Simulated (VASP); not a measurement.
# Sc3Te (Fm-3m) in VASP: reference runs

How does Sc3Te come out in PBE? The cell is run as given.

Program: VASP 6.6.1. These are calculated values, not measurements. Logs are shortened: lines on timing, memory, paths and dates and some standing lists are left out, and cuts for length are marked.

### Step 1. The crystal as given

The structure is cubic, space group Fm-3m (No. 225). The conventional cell has a = 7.139 Å, b = 7.139 Å, c = 7.139 Å, α = 90.00°, β = 90.00°, γ = 90.00°. Sc (site symmetry -43m) has 4 Sc at 3.09 Å and 4 Te at 3.09 Å as nearest neighbours. Around Sc (site symmetry m-3m) lie 8 Sc at 3.09 Å. Te (site symmetry m-3m) has 8 Sc at 3.09 Å as nearest neighbours.

The cell was built by a generator and needn't be a form met in nature.

### Step 2. Single point, PBE

File INCAR:

```
SYSTEM = Sc3Te
  PREC = Accurate
  ENCUT = 520
  EDIFF = 1E-7
  ISMEAR = -1
  SIGMA = 0.05
  LREAL = .False.
  LASPH = .True.
  NELM = 60
  ALGO = Normal
  ISIF = 2
  LWAVE = .False.
  LCHARG = .False.
  GGA = PE
  NBANDS = 28
```

File KPOINTS:

```
Automatic mesh
0
Gamma
  7 7 7
  0 0 0
```

File POSCAR:

```
Sc3Te
1.0
    0.0000000000      3.5695000000      3.5695000000
    3.5695000000      0.0000000000      3.5695000000
    3.5695000000      3.5695000000      0.0000000000
Sc Te
3 1
Direct
    0.2500000000      0.2500000000      0.2500000000
    0.7500000000      0.7500000000      0.7500000000
    0.5000000000      0.5000000000      0.5000000000
    0.0000000000      0.0000000000      0.0000000000
```

Potentials or basis: VASP PAW PBE potentials, release 64 (Sc_sv, Te).

Started as:

```bash
cat potpaw_PBE.64/Sc_sv/POTCAR potpaw_PBE.64/Te/POTCAR > POTCAR
mpirun -np 1 vasp_std > vasp.out
```

OUTCAR:

```text
SYSTEM = Sc3Te
   PREC = Accurate
   ENCUT = 520
   EDIFF = 1E-7
   ISMEAR = -1
   LREAL = .False.
   LASPH = .True.
   NELM = 60
   ISIF = 2
   GGA = PE

 ion  position               nearest neighbor table
   1  0.250  0.250  0.250-   3 3.09   4 3.09   4 3.09   4 3.09   4 3.09   3 3.09   3 3.09   3 3.09

   2  0.750  0.750  0.750-   3 3.09   4 3.09   3 3.09   3 3.09   3 3.09   4 3.09   4 3.09   4 3.09

   3  0.500  0.500  0.500-   1 3.09   2 3.09   1 3.09   1 3.09   1 3.09   2 3.09   2 3.09   2 3.09

   4  0.000  0.000  0.000-   1 3.09   2 3.09   2 3.09   2 3.09   2 3.09   1 3.09   1 3.09   1 3.09

  LATTYP: Found a face centered cubic cell.
 ALAT       =     7.1390000000

  Lattice vectors:

 A1 = (   0.0000000000,   3.5695000000,   3.5695000000)
 A2 = (   3.5695000000,   0.0000000000,   3.5695000000)
 A3 = (   3.5695000000,   3.5695000000,   0.0000000000)

Analysis of symmetry for initial positions (statically):
=====================================================================
 Subroutine PRICEL returns:
 Original cell was already a primitive cell.

 Routine SETGRP: Setting up the symmetry group for a
 face centered cubic supercell.

 Subroutine GETGRP returns: Found 48 space group operations
 (whereof 48 operations were pure point group operations)
 out of a pool of 48 trial point group operations.

The static configuration has the point symmetry O_h .

Analysis of symmetry for dynamics (positions and initial velocities):
=====================================================================
 Subroutine PRICEL returns:
 Original cell was already a primitive cell.

 Routine SETGRP: Setting up the symmetry group for a
 face centered cubic supercell.

 Subroutine GETGRP returns: Found 48 space group operations
 (whereof 48 operations were pure point group operations)
 out of a pool of 48 trial point group operations.

The dynamic configuration has the point symmetry O_h .

 Subroutine INISYM returns: Found 48 space group operations
 (whereof 48 operations are pure point group operations),
 and found     1 'primitive' translations

----------------------------------------------------------------------------------------

                                     Primitive cell

  volume of cell :      90.9604

  direct lattice vectors                    reciprocal lattice vectors
[... 83 lines left out ...]
   LASPH  =      T    aspherical Exc in radial PAW
   ENCUT  =  520.0 eV  38.22 Ry    6.18 a.u.   9.39  9.39  9.39*2*pi/ulx,y,z
   NELM   =     60;   NELMIN=  2; NELMDL= -5     # of ELM steps
   EDIFF  = 0.1E-06   stopping-criterion for ELM
   LREAL  =      F    real-space projection
   EDIFFG = 0.1E-05   stopping-criterion for IOM
   NSW    =      0    number of steps for IOM
   IBRION =     -1    ionic relax: 0-MD 1-quasi-New 2-CG
   NFREE  =      0    steps in history (QN), initial steepest desc. (CG)
   ISIF   =      2    stress and relaxation
   ISYM   =      2    0-nonsym 1-usesym 2-fastsym
   POTIM  = 0.5000    time-step for ionic-motion
   TEBEG  =    0.0;   TEEND  =   0.0 temperature during run
   PSTRESS=    0.0 pullay stress
   NELECT =      39.0000    total number of electrons
   NUPDOWN=      -1.0000    fix difference up-down
   EMIN   =  10.00;   EMAX   =-10.00  energy-range for DOS
   EFERMI =   0.00;   METHOD = LEGACY
   ISMEAR =    -1;   SIGMA  =   0.05  broadening in eV -4-tet -1-fermi 0-gaus
   EFERMI_NEDOS =   21; number of points for ismear=-14 and -15
   IALGO  =     38    algorithm
   IMIX   =      4    mixing-type and parameters
     AMIX     =   0.40;   BMIX     =  1.00
     AMIX_MAG =   1.60;   BMIX_MAG =  1.00
  volume/ion in A,a.u.               =      22.74       153.46
  Fermi-wavevector in a.u.,A,eV,Ry     =   1.234466  2.332802 20.733990  1.523905
  Thomas-Fermi vector in A             =   2.369155
   LORBIT       =      0    0 simple, 1 ext, 2 COOP (PROOUT), +10 PAW based schemes
   GGA     = PE    functional components
   LHFCALC =     F    Hartree Fock is set to
   AEXX    =    0.0000 exact exchange contribution
   IVDW    =     0    specifies the selected vdW correction
   LEPSILON=     F    determine dielectric tensor
   LRPA    =     F    only Hartree local field effects (RPA)
 non-spin polarized calculation
  energy-cutoff  :      520.00
  volume of cell :       90.96
 maximum number of plane-waves:      2469
 NGX is ok and might be reduce to    40
   NGX = 19   NGY = 19   NGZ = 19

 number of electron      39.0000007 magnetization

 Free energy of the ion-electron system (eV)
  ---------------------------------------------------
  ext. energy  EPLUGINS =         0.00000000
  ---------------------------------------------------
  free energy    TOTEN  =       -22.62367102 eV

  energy without entropy =      -22.56469519  energy(sigma->0) =      -22.59418310

 E-fermi :   6.4502     XC(G=0): -10.4058

 val. band max:        6.4498544290   @ k =  -0.2857   0.2857   0.0000
 cond. band min:       6.4567797777   @ k =   0.1429   0.1429   0.0000
 fundamental gap:      0.0069253488
 Fermi energy:         6.4502051170

 k-point     1 :       0.0000    0.0000    0.0000
  band No.  band energies     occupation
      1     -43.0797      2.00000
      2     -43.0162      2.00000
      3     -42.9660      2.00000
      4     -21.8111      2.00000
      5     -21.8111      2.00000
      6     -21.8111      2.00000
[... 609 lines left out ...]
     27       8.7520      0.00000
     28       8.8057      0.00000

------------------------ aborting loop because EDIFF is reached ----------------------------------------

  FORCE on cell =-STRESS in cart. coord.  units (eV):
  Direction    XX          YY          ZZ          XY          YZ          ZX
  --------------------------------------------------------------------------------------
  -------------------------------------------------------------------------------------
  Total        0.0828064      0.0828064      0.0828064      0.0000000      0.0000000      0.0000000
  in kB        1.4585536      1.4585536      1.4585536      0.0000000      0.0000000      0.0000000
  external PRESSURE =       1.4585536 kB  Pullay stress =       0.0000000 kB

 VOLUME and BASIS-vectors are now :
 -----------------------------------------------------------------------------
  energy-cutoff  :      520.00
  volume of cell :       90.96
      direct lattice vectors                 reciprocal lattice vectors
     0.000000000  3.569500000  3.569500000    -0.140075641  0.140075641  0.140075641
     3.569500000  0.000000000  3.569500000     0.140075641 -0.140075641  0.140075641
     3.569500000  3.569500000  0.000000000     0.140075641  0.140075641 -0.140075641

 POSITION                                       TOTAL-FORCE (eV/Angst)
 -----------------------------------------------------------------------------------
      1.78475      1.78475      1.78475         0.000000      0.000000      0.000000
      5.35425      5.35425      5.35425        -0.000000     -0.000000     -0.000000
      3.56950      3.56950      3.56950         0.000000     -0.000000      0.000000
      0.00000      0.00000      0.00000         0.000000     -0.000000      0.000000
 -----------------------------------------------------------------------------------
    total drift:                               -0.000000     -0.000000      0.000000

  FREE ENERGIE OF THE ION-ELECTRON SYSTEM (eV)
  ---------------------------------------------------
  free  energy   TOTEN  =       -22.6236710171 eV

  energy  without entropy=      -22.5646951875  energy(sigma->0) =      -22.59418310
```

OSZICAR:

```text
N       E                     dE             d eps       ncg     rms          rms(c)
DAV:   1     0.678447278615E+03    0.67845E+03   -0.17249E+04  1128   0.140E+03
DAV:   2     0.277461974416E+02   -0.65070E+03   -0.64131E+03  1432   0.619E+02
DAV:   3    -0.219181288203E+02   -0.49664E+02   -0.48298E+02  1860   0.207E+02
DAV:   4    -0.241090489253E+02   -0.21909E+01   -0.21042E+01  1896   0.389E+01
DAV:   5    -0.241737913483E+02   -0.64742E-01   -0.64426E-01  1856   0.761E+00    0.123E+01
DAV:   6    -0.227532162040E+02    0.14206E+01   -0.53144E+00  1744   0.194E+01    0.411E+00
DAV:   7    -0.226656777518E+02    0.87538E-01   -0.57253E-01  1768   0.741E+00    0.196E+00
DAV:   8    -0.226337132810E+02    0.31964E-01   -0.26173E-01  1608   0.456E+00    0.102E+00
DAV:   9    -0.226238563949E+02    0.98569E-02   -0.51692E-02  1728   0.190E+00    0.392E-01
DAV:  10    -0.226236406231E+02    0.21577E-03   -0.49549E-03  1656   0.611E-01    0.316E-01
DAV:  11    -0.226237144332E+02   -0.73810E-04   -0.11213E-03  1608   0.353E-01    0.685E-02
DAV:  12    -0.226236740771E+02    0.40356E-04   -0.50189E-04  1832   0.197E-01    0.340E-02
DAV:  13    -0.226236723946E+02    0.16825E-05   -0.25950E-05  1840   0.480E-02    0.732E-03
DAV:  14    -0.226236714066E+02    0.98796E-06   -0.25130E-06  1736   0.155E-02    0.334E-03
DAV:  15    -0.226236710647E+02    0.34190E-06   -0.17993E-07  1032   0.513E-03    0.208E-03
DAV:  16    -0.226236710171E+02    0.47622E-07   -0.31039E-08   800   0.255E-03
   1 F= -.22623671E+02 E0= -.22594183E+02  d E =-.589758E-01
```

stdout:

```text
POSCAR found type information on POSCAR ScTe
 POSCAR found :  2 types and       4 ions
 scaLAPACK will be used
 LDA part: xc-table for (Slater+PW92), standard interpolation
 POSCAR, INCAR and KPOINTS ok, starting setup
 FFT: planning ... GRIDC
 FFT: planning ... GRID_SOFT
 FFT: planning ... GRID
 WAVECAR not read
 entering main loop
```

Wall time 67 s (1 thread of Intel Xeon Platinum 8259CL at 2.50GHz (Skylake/Cascade Lake), shared host); peak memory 0.25 GiB.

What came out:

| Item | Value |
| --- | --- |
| Free energy | -22.6237 eV |
| Pressure | 0.1 GPa |
| Band gap on the k mesh | none (metal or under the smearing width) |

Levels at points of the mesh, in eV from the Fermi level:
| k point | band 15 | band 16 | band 17 | band 18 | band 19 | band 20 | band 21 | band 22 | band 23 | band 24 |
| --- | --- | --- | --- | --- | --- | --- | --- | --- | --- | --- |
| (0.00, 0.00, 0.00) | -4.11 | -4.11 | -2.09 | -1.32 | -1.32 | -0.04 | -0.04 | -0.04 | 2.24 | 2.24 |
